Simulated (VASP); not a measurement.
Method: r2SCAN meta-GGA, VASP's PBE PAW potentials (set 64) (plane waves; VASP).

A VASP calculation is set up with these files.

### KPOINTS
```
Automatic mesh
0
Gamma
8 8 11
0 0 0
```

**POSCAR**
```
FeSi2
1
    4.0214436347    -0.0000000646    -0.0000000000
   -2.0107214025     3.4826720989     0.0000000000
    0.0000000000    -0.0000000000     2.5519131521
Fe Si
1 2
Direct
  0.0000000000   0.0000000000   0.0000000000
  0.3333330000   0.6666670000   0.5000000000
  0.6666670000   0.3333330000   0.5000000000
```

### INCAR
```
# general
SYSTEM   =  FeSi2
PREC     =  Accurate
ENCUT    =  400
LREAL    =  .False.
LASPH    =  .True.

# electronic loop
EDIFF    =  1E-6
NELM     =  100
ALGO     =  Normal
LMAXMIX  =  4
LMIXTAU  =  .True.

# smearing
ISMEAR   =  1
SIGMA    =  0.1

# functional
METAGGA  =  R2SCAN

# spin
ISPIN    =  2
MAGMOM   =  4.0 2*0.0

# ions
IBRION   =  2
NSW      =  60
ISIF     =  3
EDIFFG   =  -0.02

# output
LWAVE    =  .False.
LCHARG   =  .False.
LORBIT   =  10
```

POTCAR, in this order: Fe Si (PBE.64 set). Program: vasp_std.

The run wrote:

File OUTCAR:
```
 ion  position               nearest neighbor table
   1  0.000  0.000  0.000-   2 2.65   3 2.65   2 2.65   3 2.65   2 2.65   2 2.65   3 2.65   3 2.65
                             3 2.65   3 2.65   2 2.65   2 2.65
   2  0.333  0.667  0.500-   3 2.32   3 2.32   3 2.32   1 2.65   1 2.65   1 2.65   1 2.65   1 2.65
                             1 2.65
   3  0.667  0.333  0.500-   2 2.32   2 2.32   2 2.32   1 2.65   1 2.65   1 2.65   1 2.65   1 2.65
                             1 2.65
  LATTYP: Found a hexagonal cell.
 ALAT       =     4.0214436347
 C/A-ratio  =     0.6345763820
 Subroutine PRICEL returns:
 Original cell was already a primitive cell.
 Subroutine GETGRP returns: Found 24 space group operations
The static configuration has the point symmetry D_6h.
The dynamic configuration has the point symmetry D_6h.
The overall configuration has the point symmetry D_6h.
 Subroutine INISYM returns: Found 24 space group operations
 Subroutine IBZKPT returns following result:
 Found     60 irreducible k-points:

 Following reciprocal coordinates:
            Coordinates               Weight
  0.000000  0.000000  0.000000      1.000000
  0.125000  0.000000  0.000000      6.000000
  0.250000  0.000000  0.000000      6.000000
  0.375000  0.000000  0.000000      6.000000
  0.500000  0.000000  0.000000      3.000000
  0.125000  0.125000  0.000000      6.000000
  0.250000  0.125000  0.000000     12.000000
  0.375000  0.125000  0.000000     12.000000
  0.250000  0.250000  0.000000      6.000000
  0.375000  0.250000  0.000000      6.000000
  0.000000  0.000000  0.090909      2.000000
  0.125000  0.000000  0.090909     12.000000
  0.250000  0.000000  0.090909     12.000000
  0.375000  0.000000  0.090909     12.000000
  0.500000  0.000000  0.090909      6.000000
  0.125000  0.125000  0.090909     12.000000
  0.250000  0.125000  0.090909     24.000000
  0.375000  0.125000  0.090909     24.000000
  0.250000  0.250000  0.090909     12.000000
  0.375000  0.250000  0.090909     12.000000
  0.000000  0.000000  0.181818      2.000000
  0.125000  0.000000  0.181818     12.000000
  0.250000  0.000000  0.181818     12.000000
  0.375000  0.000000  0.181818     12.000000
  0.500000  0.000000  0.181818      6.000000
  0.125000  0.125000  0.181818     12.000000
  0.250000  0.125000  0.181818     24.000000
  0.375000  0.125000  0.181818     24.000000
  0.250000  0.250000  0.181818     12.000000
  0.375000  0.250000  0.181818     12.000000
  0.000000  0.000000  0.272727      2.000000
  0.125000  0.000000  0.272727     12.000000
  0.250000  0.000000  0.272727     12.000000
  0.375000  0.000000  0.272727     12.000000
  0.500000  0.000000  0.272727      6.000000
  0.125000  0.125000  0.272727     12.000000
  0.250000  0.125000  0.272727     24.000000
  0.375000  0.125000  0.272727     24.000000
  0.250000  0.250000  0.272727     12.000000
  0.375000  0.250000  0.272727     12.000000
   k-points           NKPTS =     60   k-points in BZ     NKDIM =     60   number of bands    NBANDS=     14
   number of dos      NEDOS =    301   number of ions     NIONS =      3
   total plane-waves  NPLWV =  14112
   dimension x,y,z NGX =    28 NGY =   28 NGZ =   18
   dimension x,y,z NGXF=    56 NGYF=   56 NGZF=   36
   ions per type =               1   2
   PREC   = accura    normal or accurate (medium, high low for compatibility)
   ISTART =      0    job   : 0-new  1-cont  2-samecut
   ICHARG =      2    charge: 1-file 2-atom 10-const
   ISPIN  =      2    spin polarized calculation?
   LNONCOLLINEAR =      F non collinear calculations
   LSORBIT =      F    spin-orbit coupling
   INIWAV =      1    electr: 0-lowe 1-rand  2-diag
...
```

**OSZICAR**
```
...
DAV:   4    -0.341515421109E+02   -0.54423E-01   -0.54343E-01  3908   0.571E+00
DAV:   5    -0.341527269851E+02   -0.11849E-02   -0.11846E-02  4610   0.881E-01    0.176E+01
DAV:   6    -0.407760965129E+02   -0.66234E+01   -0.69075E+01  4230   0.143E+02    0.407E+01
DAV:   7    -0.302692175250E+02    0.10507E+02   -0.22907E+01  4256   0.114E+02    0.673E+00
DAV:   8    -0.305242641259E+02   -0.25505E+00   -0.18085E+00  4400   0.128E+01    0.379E+00
DAV:   9    -0.305585265671E+02   -0.34262E-01   -0.21958E-01  4406   0.533E+00    0.151E+00
DAV:  10    -0.305593519770E+02   -0.82541E-03   -0.42448E-02  4678   0.323E+00    0.726E-01
DAV:  11    -0.305593144345E+02    0.37543E-04   -0.77771E-03  4004   0.973E-01    0.229E-01
DAV:  12    -0.305596179152E+02   -0.30348E-03   -0.57578E-04  4456   0.263E-01    0.112E-01
DAV:  13    -0.305597953175E+02   -0.17740E-03   -0.48612E-04  4592   0.260E-01    0.769E-02
DAV:  14    -0.305598052790E+02   -0.99615E-05   -0.42851E-05  4710   0.795E-02    0.426E-02
DAV:  15    -0.305598134405E+02   -0.81615E-05   -0.14661E-05  4766   0.500E-02    0.111E-02
DAV:  16    -0.305598130433E+02    0.39724E-06   -0.10068E-06  2378   0.112E-02
   1 F= -.30559813E+02 E0= -.30559365E+02  d E =-.305598E+02  mag=     2.5259
       N       E                     dE             d eps       ncg     rms          rms(c)
DAV:   1    -0.333632514734E+02   -0.28034E+01   -0.45520E+01  3848   0.107E+02    0.172E+01
DAV:   2    -0.413420292241E+02   -0.79788E+01   -0.46564E+01  4582   0.160E+02    0.312E+01
DAV:   3    -0.304027890145E+02    0.10939E+02   -0.24399E+01  4214   0.738E+01    0.770E+00
DAV:   4    -0.306567505336E+02   -0.25396E+00   -0.11043E+00  4078   0.107E+01    0.512E+00
DAV:   5    -0.308361483398E+02   -0.17940E+00   -0.30526E-01  4844   0.965E+00    0.191E+00
DAV:   6    -0.308239121308E+02    0.12236E-01   -0.20878E-01  4874   0.707E+00    0.234E+00
DAV:   7    -0.308396506374E+02   -0.15739E-01   -0.39499E-02  4598   0.256E+00    0.994E-01
DAV:   8    -0.308428814345E+02   -0.32308E-02   -0.13740E-02  5044   0.175E+00    0.237E-01
DAV:   9    -0.308432181820E+02   -0.33675E-03   -0.14268E-03  4466   0.508E-01    0.242E-01
DAV:  10    -0.308431789204E+02    0.39262E-04   -0.33612E-04  4366   0.341E-01    0.107E-01
DAV:  11    -0.308432487695E+02   -0.69849E-04   -0.13575E-04  4942   0.197E-01    0.345E-02
DAV:  12    -0.308432565818E+02   -0.78123E-05   -0.27522E-05  4838   0.811E-02    0.111E-02
DAV:  13    -0.308432583854E+02   -0.18036E-05   -0.23115E-06  2448   0.180E-02    0.551E-03
DAV:  14    -0.308432576281E+02    0.75731E-06   -0.56472E-07  1884   0.970E-03
   2 F= -.30843258E+02 E0= -.30843450E+02  d E =-.283445E+00  mag=     2.9567
       N       E                     dE             d eps       ncg     rms          rms(c)
DAV:   1    -0.309196004689E+02   -0.76342E-01   -0.12996E+00  3960   0.177E+01    0.253E+00
DAV:   2    -0.309994301751E+02   -0.79830E-01   -0.98360E-01  4112   0.207E+01    0.495E+00
DAV:   3    -0.308532443020E+02    0.14619E+00   -0.35142E-01  4134   0.139E+01    0.524E-01
DAV:   4    -0.308544606614E+02   -0.12164E-02   -0.14685E-02  4154   0.907E-01    0.300E-01
DAV:   5    -0.308537023857E+02    0.75828E-03   -0.11761E-03  4604   0.496E-01    0.122E-01
DAV:   6    -0.308536647016E+02    0.37684E-04   -0.20366E-04  4918   0.225E-01    0.590E-02
DAV:   7    -0.308536656024E+02   -0.90083E-06   -0.31789E-05  4090   0.103E-01    0.336E-02
DAV:   8    -0.308536842337E+02   -0.18631E-04   -0.16236E-05  4224   0.395E-02    0.171E-02
DAV:   9    -0.308536828752E+02    0.13585E-05   -0.19755E-06  2342   0.263E-02    0.716E-03
DAV:  10    -0.308536837565E+02   -0.88124E-06   -0.39505E-07  1818   0.567E-03
   3 F= -.30853684E+02 E0= -.30853627E+02  d E =-.293871E+00  mag=     2.8930
       N       E                     dE             d eps       ncg     rms          rms(c)
DAV:   1    -0.308543718860E+02   -0.68901E-03   -0.10958E-02  3898   0.163E+00    0.240E-01
DAV:   2    -0.308551986480E+02   -0.82676E-03   -0.92731E-03  4160   0.206E+00    0.473E-01
DAV:   3    -0.308538075222E+02    0.13911E-02   -0.35626E-03  4088   0.129E+00    0.491E-02
DAV:   4    -0.308537995248E+02    0.79974E-05   -0.13003E-04  4834   0.117E-01    0.311E-02
DAV:   5    -0.308537953791E+02    0.41457E-05   -0.12930E-05  4744   0.423E-02    0.121E-02
DAV:   6    -0.308537941918E+02    0.11873E-05   -0.27502E-06  2860   0.332E-02    0.446E-03
DAV:   7    -0.308537949424E+02   -0.75064E-06   -0.40697E-07  1758   0.100E-02
   4 F= -.30853795E+02 E0= -.30853732E+02  d E =-.293982E+00  mag=     2.8978
       N       E                     dE             d eps       ncg     rms          rms(c)
DAV:   1    -0.309676964011E+02   -0.11390E+00   -0.29891E+00  3954   0.210E+01    0.289E+00
DAV:   2    -0.310158533399E+02   -0.48157E-01   -0.10044E+00  4184   0.205E+01    0.473E+00
DAV:   3    -0.308734565630E+02    0.14240E+00   -0.38379E-01  4118   0.142E+01    0.856E-01
DAV:   4    -0.308732620652E+02    0.19450E-03   -0.21991E-02  3976   0.126E+00    0.484E-01
DAV:   5    -0.308710133912E+02    0.22487E-02   -0.47930E-03  4136   0.132E+00    0.207E-01
DAV:   6    -0.308709307938E+02    0.82597E-04   -0.49893E-04  4956   0.265E-01    0.827E-02
DAV:   7    -0.308709668254E+02   -0.36032E-04   -0.73295E-05  3902   0.122E-01    0.622E-02
DAV:   8    -0.308709401193E+02    0.26706E-04   -0.29890E-05  4706   0.103E-01    0.949E-03
DAV:   9    -0.308709418629E+02   -0.17436E-05   -0.40698E-06  3444   0.187E-02    0.451E-03
DAV:  10    -0.308709418572E+02    0.57280E-08   -0.33650E-07  1842   0.636E-03
   5 F= -.30870942E+02 E0= -.30870872E+02  d E =-.171469E-01  mag=     2.9108
       N       E                     dE             d eps       ncg     rms          rms(c)
DAV:   1    -0.308855074807E+02   -0.14566E-01   -0.27053E-01  3948   0.643E+00    0.980E-01
DAV:   2    -0.308942943373E+02   -0.87869E-02   -0.12370E-01  4248   0.757E+00    0.167E+00
DAV:   3    -0.308758105542E+02    0.18484E-01   -0.48444E-02  4120   0.481E+00    0.264E-01
DAV:   4    -0.308756963745E+02    0.11418E-03   -0.27936E-03  4942   0.612E-01    0.175E-01
DAV:   5    -0.308754838771E+02    0.21250E-03   -0.31243E-04  4408   0.270E-01    0.615E-02
DAV:   6    -0.308754714352E+02    0.12442E-04   -0.65588E-05  4842   0.135E-01    0.224E-02
DAV:   7    -0.308754754125E+02   -0.39774E-05   -0.99697E-06  4766   0.401E-02    0.139E-02
DAV:   8    -0.308754730992E+02    0.23133E-05   -0.27345E-06  2678   0.317E-02    0.415E-03
DAV:   9    -0.308754734711E+02   -0.37190E-06   -0.61483E-07  1828   0.789E-03
   6 F= -.30875473E+02 E0= -.30875438E+02  d E =-.216785E-01  mag=     2.9070
       N       E                     dE             d eps       ncg     rms          rms(c)
DAV:   1    -0.308755009250E+02   -0.27826E-04   -0.61623E-04  3954   0.305E-01    0.453E-02
DAV:   2    -0.308755162397E+02   -0.15315E-04   -0.26268E-04  4256   0.345E-01    0.773E-02
DAV:   3    -0.308754766767E+02    0.39563E-04   -0.10147E-04  4140   0.224E-01    0.119E-02
DAV:   4    -0.308754787736E+02   -0.20969E-05   -0.55593E-06  4350   0.243E-02    0.839E-03
DAV:   5    -0.308754784269E+02    0.34666E-06   -0.67615E-07  1752   0.158E-02
   7 F= -.30875478E+02 E0= -.30875441E+02  d E =-.216835E-01  mag=     2.9064
       N       E                     dE             d eps       ncg     rms          rms(c)
DAV:   1    -0.308800453249E+02   -0.45666E-02   -0.72250E-02  3836   0.450E+00    0.639E-01
DAV:   2    -0.308846250577E+02   -0.45797E-02   -0.58862E-02  4124   0.527E+00    0.122E+00
DAV:   3    -0.308760922773E+02    0.85328E-02   -0.21970E-02  4110   0.335E+00    0.118E-01
DAV:   4    -0.308761599624E+02   -0.67685E-04   -0.82626E-04  4462   0.259E-01    0.755E-02
DAV:   5    -0.308760985249E+02    0.61438E-04   -0.70963E-05  4788   0.104E-01    0.327E-02
DAV:   6    -0.308760978925E+02    0.63238E-06   -0.14206E-05  4700   0.721E-02    0.138E-02
DAV:   7    -0.308760973596E+02    0.53292E-06   -0.16782E-06  2628   0.216E-02
   8 F= -.30876097E+02 E0= -.30876019E+02  d E =-.618933E-03  mag=     2.8832
```

File OUTCAR:
```
------------------------ aborting loop because EDIFF is reached ----------------------------------------
  FORCE on cell =-STRESS in cart. coord.  units (eV):
  Direction    XX          YY          ZZ          XY          YZ          ZX
  --------------------------------------------------------------------------------------
  Total       -0.0027298     -0.0027298     -0.0105939     -0.0000000      0.0000000      0.0000000
  in kB       -0.1121039     -0.1121039     -0.4350655     -0.0000000      0.0000000      0.0000000
  external PRESSURE =      -0.2197578 kB  Pullay stress =       0.0000000 kB
  volume of cell :       39.01
      direct lattice vectors                 reciprocal lattice vectors
     4.277083895 -0.000000043 -0.000000000     0.233804160  0.134986877  0.000000000
    -2.138541484  3.704062994  0.000000000     0.000000003  0.269973812  0.000000000
     0.000000000 -0.000000000  2.462562125     0.000000000 -0.000000000  0.406081126
 POSITION                                       TOTAL-FORCE (eV/Angst)
 -----------------------------------------------------------------------------------
      0.00000     -0.00000      2.46256         0.000000     -0.000000      0.000000
     -0.00000      2.46938      1.23128         0.000000     -0.000000     -0.000000
      2.13854      1.23469      1.23128        -0.000000      0.000000     -0.000000
 -----------------------------------------------------------------------------------
    total drift:                               -0.000000      0.000000      0.000000
  FREE ENERGIE OF THE ION-ELECTRON SYSTEM (eV)
  ---------------------------------------------------
  free  energy   TOTEN  =       -30.8760973596 eV

  energy  without entropy=      -30.8758618672  energy(sigma->0) =      -30.87601886

 total charge

# of ion       s       p       d       tot
------------------------------------------
    1        0.378   0.423   6.260   7.060
    2        0.757   0.873   0.000   1.631
    3        0.757   0.873   0.000   1.631
--------------------------------------------------
tot          1.892   2.170   6.260  10.322

 magnetization (x)

# of ion       s       p       d       tot
------------------------------------------
    1        0.006  -0.013   2.789   2.781
    2        0.038   0.039   0.000   0.076
    3        0.038   0.039   0.000   0.076
--------------------------------------------------
tot          0.081   0.064   2.789   2.933

 reached required accuracy - stopping structural energy minimisation
```
(Selected blocks of OUTCAR.)

**CONTCAR**
```
FeSi2
   1.00000000000000
     4.2770838950169798   -0.0000000426784390   -0.0000000000000000
    -2.1385414837457515    3.7040629944562320    0.0000000000000000
     0.0000000000000000   -0.0000000000000000    2.4625621246133860
  Fe              Si
     1     2
Direct
     0.0000000000000000    0.0000000000000000    1.0000000000000000
     0.3333330000000032    0.6666669999999968    0.5000000000000000
     0.6666669999999968    0.3333330000000032    0.5000000000000000
```

Energy and stress use the plane-wave basis of the starting cell.

The structure was generated: FeSi2 was put into the AlB2 type (P6/mmm), which need not be its known phase. This run relaxes it. Symmetry was kept, so distortions that lower it aren't found. The start is the result of an earlier pass.
